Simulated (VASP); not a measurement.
## BAs: the band gap, functional by functional

How does the band gap of BAs depend on the functional? The starting structure is a measured crystal structure from the Crystallography Open Database. Cell and atoms stay as given. Meshes and data sets differ where the inputs say so.

Main program and level: VASP 6.6.1; Kohn-Sham DFT with plane waves and PAW; 9 levels of theory, named at each step.

### 1. Starting point

The structure is cubic, space group F-43m (No. 216). Conventional cell: a = 4.777 Å, b = 4.777 Å, c = 4.777 Å, α = 90.00°, β = 90.00°, γ = 90.00°. Nearest to As lie 4 B at 2.07 Å. Nearest to B lie 4 As at 2.07 Å. Farther neighbours are not listed.

Coordinates:

```xyz
2
Lattice="0.0000 2.3885 2.3885 2.3885 0.0000 2.3885 2.3885 2.3885 0.0000" Properties=species:S:1:pos:R:3 pbc="T T T"
As    3.5827    3.5827    3.5827
B     0.0000    0.0000    0.0000
```

### 2. Bands with LDA

LDA, the lowest rung, knows the local density alone.

INCAR

```
SYSTEM = BAs
PREC = Accurate
ENCUT = 370
EDIFF = 1E-06
NELM = 100
ISMEAR = 0
SIGMA = 0.03
LREAL = .FALSE.
ALGO = Normal
GGA = CA
NBANDS = 16
LORBIT = 11
LWAVE = .FALSE.
LCHARG = .FALSE.
KPAR = 4
```

POSCAR

```
BAs
1.0
    0.0000000000      2.3885000000      2.3885000000
    2.3885000000      0.0000000000      2.3885000000
    2.3885000000      2.3885000000      0.0000000000
As B
1 1
Direct
    0.7500000000      0.7500000000      0.7500000000
    0.0000000000      0.0000000000      0.0000000000
```

KPOINTS

```
Automatic mesh
0
Gamma
8 8 8
0 0 0
```

KPOINTS_OPT

```
Line mode
10
Line-mode
Reciprocal
  0.00000000   0.00000000   0.00000000 GAMMA
  0.50000000   0.00000000   0.50000000 X

  0.50000000   0.00000000   0.50000000 X
  0.50000000   0.25000000   0.75000000 W

  0.50000000   0.25000000   0.75000000 W
  0.37500000   0.37500000   0.75000000 K

  0.37500000   0.37500000   0.75000000 K
  0.00000000   0.00000000   0.00000000 GAMMA

  0.00000000   0.00000000   0.00000000 GAMMA
  0.50000000   0.50000000   0.50000000 L

  0.50000000   0.50000000   0.50000000 L
  0.62500000   0.25000000   0.62500000 U

  0.62500000   0.25000000   0.62500000 U
  0.50000000   0.25000000   0.75000000 W

  0.50000000   0.25000000   0.75000000 W
  0.50000000   0.50000000   0.50000000 L

  0.50000000   0.50000000   0.50000000 L
  0.37500000   0.37500000   0.75000000 K

  0.62500000   0.25000000   0.62500000 U
  0.50000000   0.00000000   0.50000000 X
```

Potentials, in the order of the species: As and B (LDA family, release 64).

Launch:

```console
$ mpirun -np 4 vasp_std
```

Log:

```text
[banner, memory and clock lines left out]
running    4 mpi-ranks, on    1 nodes
 distrk:  each k-point on    1 cores,    4 groups
 distr:  one band on    1 cores,    1 groups

 POSCAR found type information on POSCAR AsB
 POSCAR found :  2 types and       2 ions
 LDA part: xc-table for (Slater(with rela. corr.)+CA(PZ))
 , standard interpolation
 POSCAR, INCAR and KPOINTS ok, starting setup
 FFT: planning ... GRIDC
 FFT: planning ... GRID_SOFT
 FFT: planning ... GRID
 WAVECAR not read
 entering main loop
       N       E                     dE             d eps       ncg     rms          rms(c)
DAV:   1     0.524925777913E+01    0.52493E+01   -0.28124E+03   936   0.330E+02
DAV:   2    -0.132191546151E+02   -0.18468E+02   -0.17729E+02  1304   0.751E+01
DAV:   3    -0.136400456262E+02   -0.42089E+00   -0.42050E+00  1072   0.948E+00
DAV:   4    -0.136407202956E+02   -0.67467E-03   -0.67466E-03  1224   0.462E-01
DAV:   5    -0.136407212284E+02   -0.93275E-06   -0.93274E-06  1080   0.164E-02    0.502E+00
DAV:   6    -0.130110758292E+02    0.62965E+00   -0.15168E+00  1128   0.353E+00    0.231E+00
DAV:   7    -0.129305717525E+02    0.80504E-01   -0.16162E-01  1176   0.148E+00    0.923E-01
DAV:   8    -0.129175886230E+02    0.12983E-01   -0.17349E-02  1152   0.552E-01    0.954E-02
DAV:   9    -0.129176543898E+02   -0.65767E-04   -0.84166E-04  1008   0.131E-01    0.506E-02
DAV:  10    -0.129176492339E+02    0.51559E-05   -0.63899E-05  1152   0.330E-02    0.765E-03
DAV:  11    -0.129176492644E+02   -0.30498E-07   -0.85866E-07  1096   0.476E-03
   1 F= -.12917649E+02 E0= -.12917649E+02  d E =-.614914E-25
 Start KPOINTS_OPT (optional k-point list driver)
k-point batch [1-29\100]
       N       E                     dE             ncg
DAV:   1     0.453240274536E+03   -0.66718E+04      928
DAV:   2    -0.113550026541E+03   -0.56679E+03     1256
DAV:   3    -0.127094568671E+03   -0.13545E+02     1112
DAV:   4    -0.127115758860E+03   -0.21190E-01     1248
DAV:   5    -0.127115787668E+03   -0.28808E-04     1104
DAV:   6    -0.127115787727E+03   -0.59022E-07     1048
[...]
k-point batch [88-100\100]
       N       E                     dE             ncg
DAV:   1     0.436600439318E+04   -0.37707E+04      416
DAV:   2     0.411863301830E+04   -0.24737E+03      552
DAV:   3     0.411345165570E+04   -0.51814E+01      512
DAV:   4     0.411344309748E+04   -0.85582E-02      528
DAV:   5     0.411344308366E+04   -0.13813E-04      528
DAV:   6     0.411344308363E+04   -0.35659E-07      472
```

It took 5.8 s on 4 MPI ranks of Intel Xeon Platinum 8375C at 2.90GHz (Ice Lake), shared host; peak memory 0.48 GiB.

Lines that name or quote the potential files are left out of all logs, and their timing lines are given in words.

OUTCAR, selected parts (step 2):

```text
ion  position               nearest neighbor table
   1  0.750  0.750  0.750-   2 2.07   2 2.07   2 2.07   2 2.07
   2  0.000  0.000  0.000-   1 2.07   1 2.07   1 2.07   1 2.07

  LATTYP: Found a face centered cubic cell.
 ALAT       =     4.7770000000

 Subroutine GETGRP returns: Found 24 space group operations
 (whereof 24 operations were pure point group operations)

The static configuration has the point symmetry T_d .

 Found     29 irreducible k-points:

   k-points           NKPTS =     29   k-points in BZ     NKDIM =     29   number of bands    NBANDS=     16

   dimension x,y,z NGX =    24 NGY =   24 NGZ =   24
   dimension x,y,z NGXF=    48 NGYF=   48 NGZF=   48

   ENCUT  =  370.0 eV  27.19 Ry    5.21 a.u.   5.30  5.30  5.30*2*pi/ulx,y,z

   NELECT =       8.0000    total number of electrons

 k-points in reciprocal lattice and weights: Automatic mesh
   0.00000000  0.00000000  0.00000000       0.002
   0.12500000  0.00000000  0.00000000       0.016
   0.25000000  0.00000000  0.00000000       0.016
   0.37500000  0.00000000  0.00000000       0.016
   0.50000000  0.00000000  0.00000000       0.008
   0.12500000  0.12500000  0.00000000       0.012
   0.25000000  0.12500000  0.00000000       0.047
   0.37500000  0.12500000  0.00000000       0.047
   0.50000000  0.12500000  0.00000000       0.047
[...]
-0.37500000  0.50000000  0.12500000       0.023
  -0.25000000  0.50000000  0.25000000       0.012

 average (electrostatic) potential at core
       1 -51.9945       2 -31.9506

 E-fermi :   6.3674

 k-point     1 :       0.0000    0.0000    0.0000
  band No.  band energies     occupation
      1      -9.2192      2.00000
      2       6.1578      2.00000
      3       6.1578      2.00000
      4       6.1578      2.00000
      5       9.4066      0.00000
      6       9.4066      0.00000
      7       9.4066      0.00000
      8      10.8504      0.00000
      9      15.5134      0.00000
    ...

 k-point     2 :       0.1250    0.0000    0.0000
  band No.  band energies     occupation
      1      -8.9640      2.00000
      2       4.2027      2.00000
      3       5.7200      2.00000
      4       5.7200      2.00000
      5       9.5203      0.00000
      6       9.9813      0.00000
      7       9.9813      0.00000
      8      12.0995      0.00000
      9      16.4610      0.00000
    ...

 k-point     3 :       0.2500    0.0000    0.0000
  band No.  band energies     occupation
      1      -8.2212      2.00000
      2       1.2365      2.00000
      3       5.0112      2.00000
      4       5.0112      2.00000
      5       9.2061      0.00000
      6      10.7761      0.00000
      7      10.7761      0.00000
      8      13.9649      0.00000
      9      17.2589      0.00000
    ...

  Total       -0.5353380     -0.5353380     -0.5353380      0.0000000      0.0000000      0.0000000
  in kB      -31.4726220    -31.4726220    -31.4726220      0.0000000      0.0000000      0.0000000
  external PRESSURE =     -31.4726220 kB  Pullay stress =       0.0000000 kB

  energy-cutoff  :      370.00
  volume of cell :       27.25
      direct lattice vectors                 reciprocal lattice vectors
     0.000000000  2.388500000  2.388500000    -0.209336404  0.209336404  0.209336404
     2.388500000  0.000000000  2.388500000     0.209336404 -0.209336404  0.209336404
     2.388500000  2.388500000  0.000000000     0.209336404  0.209336404 -0.209336404

 POSITION                                       TOTAL-FORCE (eV/Angst)
 -----------------------------------------------------------------------------------
      3.58275      3.58275      3.58275        -0.000000     -0.000000     -0.000000
      0.00000      0.00000      0.00000         0.000000      0.000000      0.000000
 -----------------------------------------------------------------------------------
    total drift:                               -0.000000     -0.000000     -0.000000

  FREE ENERGIE OF THE ION-ELECTRON SYSTEM (eV)
  ---------------------------------------------------
  free  energy   TOTEN  =       -12.9176492644 eV

  energy  without entropy=      -12.9176492644  energy(sigma->0) =      -12.91764926

 total charge
# of ion       s       p       d       tot
------------------------------------------
    1        1.179   1.675   0.086   2.940
    2        0.651   1.182   0.000   1.833
--------------------------------------------------
tot          1.830   2.856   0.086   4.773

[... 3 further parts left out ...]
```

Spin-orbit coupling is off here; it would split degenerate levels. At this level the cell is under a tension of 3.1 GPa, so at these settings it is away from equilibrium.

LDA gives a least gap of 1.125 eV, and a least direct gap of 3.249 eV.

### 3. Bands with PBE

PBE, the usual starting point, adds the gradient of the density.

INCAR, as its differences from that of step 2:

```diff
@@ -9,3 +9,3 @@
 ALGO = Normal
-GGA = CA
+GGA = PE
 NBANDS = 16
```

POSCAR is that of step 2.

KPOINTS is that of step 2.

KPOINTS_OPT is that of step 2.

The projector-augmented-wave data sets are As and B (PBE family, release 64).

Launch:

```console
$ mpirun -np 4 vasp_std
```

Log:

```text
[banner, memory and clock lines left out]
running    4 mpi-ranks, on    1 nodes
[...]
LDA part: xc-table for (Slater+PW92), standard interpolation
 POSCAR, INCAR and KPOINTS ok, starting setup
[...]
entering main loop
       N       E                     dE             d eps       ncg     rms          rms(c)
DAV:   1     0.663654063533E+01    0.66365E+01   -0.28279E+03   936   0.333E+02
DAV:   2    -0.116347798134E+02   -0.18271E+02   -0.17544E+02  1304   0.750E+01
DAV:   3    -0.120420414523E+02   -0.40726E+00   -0.40688E+00  1088   0.930E+00
DAV:   4    -0.120426333383E+02   -0.59189E-03   -0.59188E-03  1208   0.432E-01
[...]
DAV:   9    -0.114001586069E+02   -0.36998E-03   -0.78496E-04  1048   0.120E-01    0.501E-02
DAV:  10    -0.114002442555E+02   -0.85649E-04   -0.11261E-04  1120   0.475E-02    0.110E-02
DAV:  11    -0.114002448756E+02   -0.62007E-06   -0.34537E-06  1160   0.728E-03
   1 F= -.11400245E+02 E0= -.11400245E+02  d E =-.143062E-14
 Start KPOINTS_OPT (optional k-point list driver)
k-point batch [1-29\100]
       N       E                     dE             ncg
DAV:   1     0.438075443152E+03   -0.66869E+04      928
DAV:   2    -0.124986568417E+03   -0.56306E+03     1264
DAV:   3    -0.138010775491E+03   -0.13024E+02     1112
DAV:   4    -0.138029725345E+03   -0.18950E-01     1232
DAV:   5    -0.138029750240E+03   -0.24894E-04     1104
DAV:   6    -0.138029750290E+03   -0.50816E-07     1056
[...]
k-point batch [88-100\100]
       N       E                     dE             ncg
DAV:   1     0.435850910213E+04   -0.37782E+04      416
DAV:   2     0.411327355202E+04   -0.24524E+03      552
DAV:   3     0.410831094968E+04   -0.49626E+01      512
DAV:   4     0.410830328072E+04   -0.76690E-02      528
DAV:   5     0.410830326866E+04   -0.12052E-04      528
DAV:   6     0.410830326863E+04   -0.30172E-07      456
```

Wall time 5.4 s (4 MPI ranks); peak memory 0.51 GiB; 14 s of CPU time.

OUTCAR, selected parts (step 3):

```text
  Total        0.5817531      0.5817531      0.5817531      0.0000000      0.0000000     -0.0000000
  in kB       34.2013763     34.2013763     34.2013763      0.0000000      0.0000000     -0.0000000
  external PRESSURE =      34.2013763 kB  Pullay stress =       0.0000000 kB

 POSITION                                       TOTAL-FORCE (eV/Angst)
 -----------------------------------------------------------------------------------
      3.58275      3.58275      3.58275         0.000000      0.000000      0.000000
      0.00000      0.00000      0.00000        -0.000000     -0.000000     -0.000000
 -----------------------------------------------------------------------------------
    total drift:                               -0.000000     -0.000000     -0.000000

  FREE ENERGIE OF THE ION-ELECTRON SYSTEM (eV)
  ---------------------------------------------------
  free  energy   TOTEN  =       -11.4002448756 eV

  energy  without entropy=      -11.4002448756  energy(sigma->0) =      -11.40024488

[... 2 parts as in an earlier step ...]

[... 1 further part left out ...]
[key lines of the parts left out:]
E-fermi :   6.2789
```

PBE gives a least gap of 1.174 eV, and a least direct gap of 3.270 eV. The least gap is +0.049 eV from that of LDA.

### 4. Bands with r2SCAN

r2SCAN adds the kinetic-energy density, costs more than a GGA and is run with LASPH.

INCAR, as its differences from that of step 3:

```diff
@@ -9,3 +9,4 @@
 ALGO = Normal
-GGA = PE
+METAGGA = R2SCAN
+LASPH = .TRUE.
 NBANDS = 16
```

POSCAR is that of step 3.

KPOINTS is that of step 3.

KPOINTS_OPT is that of step 3.

Launch:

```console
$ mpirun -np 4 vasp_std
```

Log:

```text
[banner, memory and clock lines left out]
running    4 mpi-ranks, on    1 nodes
[...]
|                                                                             |
|               ----> ADVICE to this user running VASP <----                  |
|                                                                             |
|     You enforced a specific xc type in the INCAR file but a different       |
|     [... a line on the potential file left out ...]
|     I HOPE YOU KNOW WHAT YOU ARE DOING!                                     |
|                                                                             |

 LDA part: xc-table for (None), standard interpolation
 POSCAR, INCAR and KPOINTS ok, starting setup
[...]
entering main loop
       N       E                     dE             d eps       ncg     rms          rms(c)
DAV:   1    -0.440184593427E+01   -0.44018E+01   -0.29306E+03   936   0.344E+02
DAV:   2    -0.234189641976E+02   -0.19017E+02   -0.18266E+02  1296   0.776E+01
DAV:   3    -0.238462669258E+02   -0.42730E+00   -0.42690E+00  1064   0.970E+00
DAV:   4    -0.238468633860E+02   -0.59646E-03   -0.59646E-03  1216   0.444E-01
[...]
DAV:   9    -0.222509624375E+02   -0.20219E-03   -0.53447E-04  1096   0.108E-01    0.467E-02
DAV:  10    -0.222509967778E+02   -0.34340E-04   -0.31624E-05  1096   0.297E-02    0.125E-02
DAV:  11    -0.222509966335E+02    0.14428E-06   -0.50376E-06  1208   0.122E-02
   1 F= -.22250997E+02 E0= -.22250997E+02  d E =-.191567E-25
 Start KPOINTS_OPT (optional k-point list driver)
k-point batch [1-29\100]
       N       E                     dE             ncg
DAV:   1     0.359674118171E+03   -0.67653E+04      928
DAV:   2    -0.228763373496E+03   -0.58844E+03     1256
DAV:   3    -0.242183552957E+03   -0.13420E+02     1096
DAV:   4    -0.242203392301E+03   -0.19839E-01     1264
DAV:   5    -0.242203419139E+03   -0.26838E-04     1080
DAV:   6    -0.242203419196E+03   -0.56903E-07     1064
[...]
k-point batch [88-100\100]
       N       E                     dE             ncg
DAV:   1     0.432026591428E+04   -0.38165E+04      416
DAV:   2     0.406413796295E+04   -0.25613E+03      552
DAV:   3     0.405907633969E+04   -0.50616E+01      512
DAV:   4     0.405906837278E+04   -0.79669E-02      528
DAV:   5     0.405906835983E+04   -0.12953E-04      528
DAV:   6     0.405906835979E+04   -0.32474E-07      456
```

It took 16 s on 4 MPI ranks; peak memory 0.52 GiB; 58 s of CPU time.

Parts of OUTCAR (step 4):

```text
  Total        0.1388041      0.1388041      0.1388041     -0.0000000     -0.0000000     -0.0000000
  in kB        8.1603165      8.1603165      8.1603165     -0.0000000     -0.0000000     -0.0000000
  external PRESSURE =       8.1603165 kB  Pullay stress =       0.0000000 kB

  FREE ENERGIE OF THE ION-ELECTRON SYSTEM (eV)
  ---------------------------------------------------
  free  energy   TOTEN  =       -22.2509966335 eV

  energy  without entropy=      -22.2509966335  energy(sigma->0) =      -22.25099663

[... 3 parts as in an earlier step ...]

[... 1 further part left out ...]
[key lines of the parts left out:]
E-fermi :   6.2367
```

r2SCAN gives a least gap of 1.371 eV, and a least direct gap of 3.445 eV. The least gap is +0.247 eV from that of LDA.

### 5. Bands with TB-mBJ

TB-mBJ is a local potential fitted to gaps: it costs far less than a hybrid but gives no energy. Its energies, forces and stress mean nothing.

INCAR, as its differences from that of step 4:

```diff
@@ -4,3 +4,3 @@
 EDIFF = 1E-06
-NELM = 100
+NELM = 150
 ISMEAR = 0
@@ -9,3 +9,3 @@
 ALGO = Normal
-METAGGA = R2SCAN
+METAGGA = MBJ
 LASPH = .TRUE.
```

POSCAR is that of step 4.

KPOINTS is that of step 4.

KPOINTS_OPT is that of step 4.

Launch:

```console
$ mpirun -np 4 vasp_std
```

Log:

```text
[banner, memory and clock lines left out]
running    4 mpi-ranks, on    1 nodes
[...]
[... a notice as in an earlier step ...]

 LDA part: xc-table for (None), standard interpolation
 POSCAR, INCAR and KPOINTS ok, starting setup
[...]
entering main loop
       N       E                     dE             d eps       ncg     rms          rms(c)
DAV:   1     0.131402137715E+03    0.13140E+03   -0.28612E+03   928   0.339E+02
DAV:   2     0.113564450261E+03   -0.17838E+02   -0.17120E+02  1288   0.745E+01
DAV:   3     0.113182908796E+03   -0.38154E+00   -0.38118E+00  1088   0.894E+00
DAV:   4     0.113182512346E+03   -0.39645E-03   -0.39645E-03  1192   0.340E-01
[...]
DAV:  30     0.116098687312E+03   -0.74497E-05   -0.13159E-10   496   0.525E-05    0.322E-05
DAV:  31     0.116098684300E+03   -0.30118E-05   -0.38133E-11   496   0.324E-05    0.170E-05
DAV:  32     0.116098684026E+03   -0.27389E-06   -0.52066E-12   496   0.131E-05
   1 F= 0.11609868E+03 E0= 0.11609868E+03  d E =-.395165E-20
 Start KPOINTS_OPT (optional k-point list driver)
k-point batch [1-29\100]
       N       E                     dE             ncg
DAV:   1     0.423026464013E+03   -0.67020E+04      928
DAV:   2    -0.146948552349E+03   -0.56998E+03     1272
DAV:   3    -0.159369451588E+03   -0.12421E+02     1104
DAV:   4    -0.159385443978E+03   -0.15992E-01     1248
DAV:   5    -0.159385459783E+03   -0.15806E-04     1088
DAV:   6    -0.159385459806E+03   -0.22394E-07     1064
[...]
k-point batch [88-100\100]
       N       E                     dE             ncg
DAV:   1     0.435025836706E+04   -0.37865E+04      416
DAV:   2     0.410379130200E+04   -0.24647E+03      560
DAV:   3     0.409915125570E+04   -0.46400E+01      520
DAV:   4     0.409914488507E+04   -0.63706E-02      528
DAV:   5     0.409914487771E+04   -0.73598E-05      528
DAV:   6     0.409914487770E+04   -0.12299E-07      456
```

Wall time 20 s (4 MPI ranks); peak memory 0.53 GiB; 72 s of CPU time.

Parts of OUTCAR (step 5):

```text
  Total       10.4727798     10.4727798     10.4727798      0.0000000      0.0000000      0.0000000
  in kB      615.6966936    615.6966936    615.6966936      0.0000000      0.0000000      0.0000000
  external PRESSURE =     615.6966936 kB  Pullay stress =       0.0000000 kB

 POSITION                                       TOTAL-FORCE (eV/Angst)
 -----------------------------------------------------------------------------------
      3.58275      3.58275      3.58275         0.000000      0.000000      0.000000
      0.00000      0.00000      0.00000        -0.000000     -0.000000     -0.000000
 -----------------------------------------------------------------------------------
    total drift:                                0.000007      0.000007      0.000007

  FREE ENERGIE OF THE ION-ELECTRON SYSTEM (eV)
  ---------------------------------------------------
  free  energy   TOTEN  =       116.0986840263 eV

  energy  without entropy=      116.0986840263  energy(sigma->0) =      116.09868403

[... 2 parts as in an earlier step ...]

[... 1 further part left out ...]
[key lines of the parts left out:]
E-fermi :   6.0892
```

TB-mBJ gives a least gap of 1.757 eV, and a least direct gap of 3.793 eV. The least gap is +0.632 eV from that of LDA.

[end of part 1 of 3]

[Lines on the potential files, build, host, timing and source positions are cut from VASP's logs without a mark.]

[Logs are printed without paths, hosts, clocks, repeated set-up lines and the standing remarks that a program may print on its own settings, such as how far it seeks lower states.]

[Hosts, paths, dates, database ids (printed as entryN), source tags and the programs' standing remarks are cut or masked in the printed files.]
